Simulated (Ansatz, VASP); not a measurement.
# Cross-check of Sr3Sn12Pd4 between VASP and Ansatz, part 2 of 2

Wanted: the spread between two codes on one cell, functional and k mesh. The structure shown is the end of the VASP relaxation below.

VASP 6.6.1 and Ansatz 0.2.0.

So far: The structure; VASP: relaxation, PBEsol.

## (3) Ansatz: single point, PBEsol

Level of this step: Ansatz beside VASP: Kohn-Sham DFT, plane waves, PBEsol (Ansatz).

Ansatz runs on its default PAW (the set named soft_2) files.

The same cell, functional, mesh and smearing now go to Ansatz, which takes its cutoff from its data sets.

input.yaml reads:

```yaml
crystal:
  lattice:
    - [0.0, 0.0, 11.25020019]
    - [4.77561274, -4.77561274, 0.0]
    - [4.77561274, 4.77561274, -11.25020019]
  atoms:
    - { symbol: Sn, position: [0.41342378, 0.00203314, 0.99928492] }
    - { symbol: Sn, position: [0.40880399, 0.99919333, 0.50018282] }
    - { symbol: Sn, position: [0.90946211, 0.5005544, 0.00021811] }
    - { symbol: Sn, position: [0.91480873, 0.50009826, 0.50042397] }
    - { symbol: Sn, position: [0.49932953, 0.24954971, 0.25223398] }
    - { symbol: Sn, position: [0.48933097, 0.24698225, 0.74857908] }
    - { symbol: Sn, position: [0.9943389, 0.75132036, 0.2533019] }
    - { symbol: Sn, position: [0.99578785, 0.75154482, 0.74820873] }
    - { symbol: Sn, position: [0.49912219, 0.75292288, 0.25165328] }
    - { symbol: Sn, position: [0.49073387, 0.7509488, 0.74938464] }
    - { symbol: Sn, position: [0.99411653, 0.24817938, 0.25242898] }
    - { symbol: Sn, position: [0.99504591, 0.24939661, 0.74842764] }
    - { symbol: Pd, position: [0.64389995, 0.99967812, 0.00124866] }
    - { symbol: Pd, position: [0.63702282, 0.0004704, 0.50056818] }
    - { symbol: Pd, position: [0.14043407, 0.50075945, 0.00026218] }
    - { symbol: Pd, position: [0.14375892, 0.49898049, 0.50115469] }
    - { symbol: Sr, position: [0.99577372, 0.00032356, 0.99964023] }
    - { symbol: Sr, position: [0.49737792, 0.5020778, 0.00218299] }
    - { symbol: Sr, position: [0.49729423, 0.50040202, 0.49958284] }
hamiltonian:
  xc: pbesol
  pseudopotentials: { kind: paw }
kpoints:
  mp_grid: { grid: [3, 3, 3] }
scf:
  occupations: { method: methfessel_paxton, width: 0.15 }
  n_extra_bands: 8
output:
  forces: true
  eigenvalues: true
```

Started as:

```bash
$ ansatz run input.yaml --threads 8 --pin off --max-ram 18432MiB --backend cpu --events-out ev --progress --plain --runs-dir out
```

Numbers of over 12 decimals in the logs are rounded to 6 here.

Output:

```text
scf.n_extra_bands = 8 over 135 filled bands (N_el = 270.0): the run solves 143 bands
Engine: ansatz 0.2.0, aarch64-unknown-linux-gnu
Pseudopotentials: kind: paw
Pseudopotential: Sn, paw, valence charge 14, recommended cutoff 420 eV (normal), Sn.paw.azcp
Pseudopotential: Pd, paw, valence charge 18, recommended cutoff 420 eV (normal), Pd.paw.azcp
Pseudopotential: Sr, paw, valence charge 10, recommended cutoff 420 eV (normal), Sr.paw.azcp
Functional definition: PBEsol
  exchange = pbesol_x
  correlation = pbesol_c
Crystal: 19 atoms, lattice volume = 513.155 Å³
Basis set: ecut = 420 eV, 10053 PW (Γ), exchange–correlation on 160×96×180 points (8 copies of the dense FFT grid, shifted against one another)
Bands: 143, of which v1, the nominal top of the filled ones, is band 135 counted from 1 (134 counted from 0)
Symmetry: 1 space group operations
Space group: P1 (ITA 1), of the structure as read, at distance tolerance 8.0e-5 Å
k-points: 14 of 27 (time reversal used)
Non-local potential: Sn, projectors of the file, l = 0: 2, l = 1: 2, l = 2: 2, l = 3: 2
Non-local potential: Pd, projectors of the file, l = 0: 2, l = 1: 2, l = 2: 2, l = 3: 1
Non-local potential: Sr, projectors of the file, l = 0: 3, l = 1: 2, l = 2: 2
PAW form: soft (Blöchl's): semilocal exchange-correlation on the pseudo side does not see the compensation charge
PAW frozen core: Sn, regenerated for the run's functional, and the local potential with it (the file was generated under x = pbe(κ = 0.804, μ = 0.219515), c = pbe(β = 0.066725))
PAW frozen core: Pd, regenerated for the run's functional, and the local potential with it (the file was generated under x = pbe(κ = 0.804, μ = 0.219515), c = pbe(β = 0.066725))
PAW frozen core: Sr, regenerated for the run's functional, and the local potential with it (the file was generated under x = pbe(κ = 0.804, μ = 0.219515), c = pbe(β = 0.066725))
PAW one-centre angular grid: Sn, 590 points (default); XC on 64 Gauss nodes
PAW one-centre angular grid: Pd, 590 points (default); XC on 64 Gauss nodes
PAW one-centre angular grid: Sr, 110 points (default); XC on 64 Gauss nodes
Initial density: superposition of atomic densities (neutral atoms: chi_scale 0, normalization atom), corrected by the library's trained network
Initial wavefunctions: pseudopotential atomic-orbital guess
Functional: x = pbesol(κ = 0.804, μ = 0.123457), c = pbesol(β = 0.046)
SCF iter   1: F=—  HF=-109510.084000 eV  |F-HF|=—  |Δ(HF+E_count)|=         —  Δρ=5.10e-3  dr2=1.90e-1  ethr=1.77e-3  ⟨swp⟩=7.2  Hψ=9033  notcnv=0
preconditioner: auto → LDOS  [insulator: Δε(μ)=0.154 eV  Ē_g=15.080 eV  σ=0.150 eV  W_gap=0.63  n_scr=132 (ndim 8)  ℏωp=25.0 eV  f_vac=0.042  D(μ)=5.19/eV (n_scr^D=20)  ε∞_Penn≈3.7  β→1.0]
SCF iter   2: F=—  HF=-109510.115364 eV  |F-HF|=—  |Δ(HF+E_count)|=   3.14e-2  S|Δr|=    0.00e0  Δρ=7.04e-3  dr2=3.44e-1  ethr=7.02e-5  ⟨swp⟩=2.0  Hψ=4505  notcnv=0  defer=17
SCF iter   3: F=—  HF=-109510.052632 eV  |F-HF|=—  |Δ(HF+E_count)|=   6.27e-2  S|Δr|=    0.00e0  Δρ=1.57e-3  dr2=1.71e-2  ethr=7.02e-5  ⟨swp⟩=2.0  Hψ=3854  notcnv=0  defer=17
SCF iter   4: F=—  HF=-109510.049962 eV  |F-HF|=—  |Δ(HF+E_count)|=   2.67e-3  S|Δr|=    0.00e0  Δρ=3.37e-4  dr2=7.38e-4  ethr=6.35e-6  ⟨swp⟩=2.0  Hψ=3840  notcnv=0  defer=14
SCF iter   5: F=—  HF=-109510.049841 eV  |F-HF|=—  |Δ(HF+E_count)|=   1.21e-4  S|Δr|=    0.00e0  Δρ=9.52e-5  dr2=5.58e-5  ethr=2.73e-7  ⟨swp⟩=2.0  Hψ=3822  notcnv=0  defer=14
SCF iter   6: F=—  HF=-109510.050114 eV  |F-HF|=—  |Δ(HF+E_count)|=   2.73e-4  S|Δr|=    0.00e0  Δρ=2.40e-5  dr2=4.22e-6  ethr=2.07e-8  ⟨swp⟩=2.0  Hψ=3862  notcnv=0  defer=2
SCF iter   7: F=—  HF=-109510.050114 eV  |F-HF|=—  |Δ(HF+E_count)|=   4.01e-8  S|Δr|=    0.00e0  Δρ=1.01e-5  dr2=5.61e-7  ethr=1.56e-9  ⟨swp⟩=2.0  Hψ=3748  notcnv=0  defer=2
SCF iter   8: F=-109510.050114 eV  HF=-109510.050114 eV  |F-HF|=5.40e-9  |Δ(HF+E_count)|=   3.04e-8  S|Δr|=    0.00e0  Δρ=2.52e-6  dr2=2.72e-8  ethr=3.70e-11  ⟨swp⟩=10.9  Hψ=9770  notcnv=0
SCF 1 converged in 8 iterations: F = -109510.050114 eV  dr2 = 2.72e-8
  greatest PAW one-centre occupation: 0.999 electrons in one spin orbital (limit 2), on the Pd atom at site 15 (counted from 0), in its partial waves of l = 0
SCF converged after 8 iterations
Stability not checked: this state was not tested for a lower state beside it, because cold or Methfessel-Paxton smearing, or corrected tetrahedra, fill the levels in a way that the test cannot read (fill_not_monotonic; see scf.lower_state_search)
Free energy (F): -109510.050114 eV
Harris-Foulkes:  -109510.050114 eV  (|F-HF|=5.40e-9)
Internal energy: -109510.053067 eV  (E = F + TS)
E sigma→0 (E₀):  -109510.050852 eV
Entropy (-TS):   0.002953 eV (0.155 meV/atom)
Fermi energy:    10.475818 eV
Step filling:    the computed levels leave a gap of 0.0017 eV = 0.0 smearing widths at the electron count; against every level under it full and every level over it empty, smearing changes F+E_penalty+E_count by -6.309 meV and its σ→0 estimate by -7.047 meV
--- Per-component energies (eV) ---
  E_band       = -2500.867475
  E_kinetic    = 5047.668323
  E_local      = -26524.101022  (includes V_loc(G=0)·N_el)
  E_nonlocal   = 1118.938954
  E_hartree    = 13035.249195
  E_xc         = -5740.824357
  E_vxc        = -2498.603538  (∫ρ·V_xc dr)
  E_paw        = -71463.180256  (= ΣΔE_a)
  E_vpaw       = -5715.268265  (= ΣTr[D̂ρ^β])
  E_aug_tail   = 0.000785  (compensation charges beyond the density's cutoff)
  E_ewald      = -24988.835904
  E_core_change = 5.031216  (= ΣΔE_core)
  E_smearing   = 0.002953  (= −TS)
  E_closure    = -0.000000  (closes the sum)
  Σ components = -109510.050114   (vs F -109510.050114, Δ=0.00e0)
--- Forces (eV/Å), atoms counted from 1 ---
  atom   1  Sn    -0.00279532     0.00854560    -0.08902979
  atom   2  Sn     0.01796983    -0.00855664    -0.07501643
  atom   3  Sn    -0.01846230     0.01128274    -0.06678969
  atom   4  Sn     0.01151330     0.00452025    -0.10422717
  atom   5  Sn    -0.02206506     0.01244333     0.05958057
  atom   6  Sn     0.01339357     0.00231013     0.07082273
  atom   7  Sn    -0.00154720    -0.01029719     0.04501468
  atom   8  Sn     0.02317945    -0.01087302     0.05264828
  atom   9  Sn    -0.00303725    -0.00382607     0.05403028
  atom  10  Sn     0.00373002    -0.01219323     0.03895552
  atom  11  Sn    -0.00548399     0.00110187     0.04444775
  atom  12  Sn    -0.00184042     0.01127186     0.07443178
  atom  13  Pd    -0.00853223     0.00976956    -0.02499837
  atom  14  Pd    -0.01253021    -0.00255654     0.01362024
  atom  15  Pd     0.01753180    -0.00013710    -0.01682743
  atom  16  Pd     0.00789676    -0.02100358    -0.01203058
  atom  17  Sr     0.00727081     0.00342189     0.00351278
  atom  18  Sr    -0.02630615    -0.00774392    -0.03121380
  atom  19  Sr     0.00011635     0.01252334    -0.03707836
  max |Σ_I F_I| component: 1.47e-4 eV/Å
--- Band table (eV; the first three rows and the last of 14) ---
  k-point 0: bands = [... 131 lower, 9.1298, 9.1328, 10.5673, 11.1094, 11.1116, 11.4955, 11.6979, 11.8495, ... 4 higher]
  k-point 1: bands = [... 131 lower, 9.6979, 9.8414, 10.2499, 10.5202, 10.9345, 10.9538, 11.1717, 11.6509, ... 4 higher]
  k-point 2: bands = [... 131 lower, 9.6980, 9.8393, 10.2503, 10.5193, 10.9339, 10.9571, 11.1719, 11.6500, ... 4 higher]
  k-point 13: bands = [... 131 lower, 9.8872, 9.8995, 10.2104, 10.3507, 10.4969, 10.6658, 11.1845, 11.8656, ... 4 higher]
```

The job ended after 22 s (8 threads of Arm Neoverse V2, shared host; peak memory 3.3 GiB; 2.9 min of CPU time).

The column dr2 measures how far the density is from self-consistency, as an energy; F and HF (Harris–Foulkes) agree once it is small.

## (4) Side by side

Known differences besides the potentials themselves: the data sets hold 270 valence electrons in Ansatz (default PAW (the set named soft_2) files) and 118 in VASP; the cutoff is 420 eV in Ansatz and 280 eV in VASP (PREC = Normal, projectors in real space); Ansatz makes its cores anew for this functional, VASP keeps those of its PBE data sets; VASP leaves aspherical gradient terms in its spheres out (LASPH is not set), Ansatz keeps them. Total energies have different zeros and are not compared.

At this near-relaxed geometry the largest component of a force difference is 101 meV/Å. VASP's last cycles still show a density residual of 2e-03, so its state may not be settled.

## (5) Other set-ups

Further runs change the set-up of one program: Ansatz's method, potentials or start, or VASP's data sets, cutoff or form of LDA. The table gives Ansatz less VASP for each quantity, since a change that brings one quantity closer may part another.

```tsv
run	r.m.s. force difference (meV/Å)
as above	32
cores kept as stored	32
```

## (6) Outcome

| Item | Value |
| --- | --- |
| r.m.s. force difference (single point, PBEsol) | 32 meV/Å |

What this shows: The r.m.s. force difference is 32 meV/Å (single point, PBEsol), beyond the 12 meV/Å picked in this series as the mark of a large difference. For single point, PBEsol, no further run moves any of the tabulated differences by more than a quarter of its size. 2 further runs of this series are not shown here. Such differences can come from data sets, numerical settings and the points named under the comparisons, not from the functional's error against experiment.

[Lines on the potential files, build, host, timing and source positions are cut from VASP's logs without a mark.]

[Logs are printed without paths, hosts, clocks, repeated set-up lines and the standing remarks that a program may print on its own settings, such as how far it seeks lower states.]

[Hosts, paths, dates, database ids (printed as entryN), source tags and the programs' standing remarks are cut or masked in the printed files.]
